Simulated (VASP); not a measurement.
Wanted: the native input for a VASP 6.6.1 run.

| Item | Value |
| --- | --- |
| Task | electric field gradients |
| Functional | PBE |
| Potentials or basis | VASP PAW PBE potentials, release 64 (Zn, Se, S) |
| Cutoff | 520 eV |
| k mesh | 3 × 3 × 2 |
| Occupations | fermi-dirac, width 0.01 eV |
| Spin | no spin polarisation |
| Dipole correction | no |
| Further INCAR settings | LREAL = Auto; ALGO = Fast; EDIFF = 1e-08; NBANDS = 166 |

The structure of Zn16SeS15 (a cell with a defect) (Wurtzite-2H) lies in POSCAR:

```
Zn16SeS15
1.0
    7.6220000000      0.0000000000      0.0000000000
   -3.8110000000      6.6008456276      0.0000000000
    0.0000000000      0.0000000000     12.4680000000
Zn Se S
16 1 15
Direct
    0.1666666666      0.3333333334      0.0000000000
    0.1666666666      0.3333333334      0.5000000000
    0.1666666666      0.8333333334      0.0000000000
    0.1666666666      0.8333333334      0.5000000000
    0.6666666666      0.3333333334      0.0000000000
    0.6666666666      0.3333333334      0.5000000000
    0.6666666666      0.8333333334      0.0000000000
    0.6666666666      0.8333333334      0.5000000000
    0.3333333334      0.1666666666      0.2500000000
    0.3333333334      0.1666666666      0.7500000000
    0.3333333334      0.6666666666      0.2500000000
    0.3333333334      0.6666666666      0.7500000000
    0.8333333334      0.1666666666      0.2500000000
    0.8333333334      0.1666666666      0.7500000000
    0.8333333334      0.6666666666      0.2500000000
    0.8333333334      0.6666666666      0.7500000000
    0.1666666666      0.3333333334      0.1925000000
    0.1666666666      0.3333333334      0.6925000000
    0.1666666666      0.8333333334      0.1925000000
    0.1666666666      0.8333333334      0.6925000000
    0.6666666666      0.3333333334      0.1925000000
    0.6666666666      0.3333333334      0.6925000000
    0.6666666666      0.8333333334      0.1925000000
    0.6666666666      0.8333333334      0.6925000000
    0.3333333334      0.1666666666      0.4425000000
    0.3333333334      0.1666666666      0.9425000000
    0.3333333334      0.6666666666      0.4425000000
    0.3333333334      0.6666666666      0.9425000000
    0.8333333334      0.1666666666      0.4425000000
    0.8333333334      0.1666666666      0.9425000000
    0.8333333334      0.6666666666      0.4425000000
    0.8333333334      0.6666666666      0.9425000000
```

The input as run:

INCAR

```
SYSTEM = Zn16SeS15
PREC = Accurate
ENCUT = 520
EDIFF = 1E-8
ISMEAR = -1
SIGMA = 0.01
LREAL = Auto
LASPH = .True.
NELM = 100
ALGO = Fast
ISIF = 2
LWAVE = .False.
LCHARG = .False.
GGA = PE
LEFG = .True.
NBANDS = 166
```

KPOINTS

```
regular mesh
0
Gamma
  3 3 2
  0 0 0
```

Potentials or basis: VASP PAW PBE potentials, release 64 (Zn, Se, S).

Launch:

```console
$ cat potpaw_PBE.64/Zn/POTCAR potpaw_PBE.64/Se/POTCAR potpaw_PBE.64/S/POTCAR > POTCAR
$ mpirun -np 1 vasp_std > vasp.out
```

Results of the run:

```
Pressure               : 3.3 GPa
Largest force          : 1.019 eV/Å
Band gap on the k mesh : 2.24 eV, direct
```

It took 28 min on 1 thread of AMD EPYC 9R45 96-Core Processor (Zen 5), with other jobs on the host, peak memory 0.95 GiB.
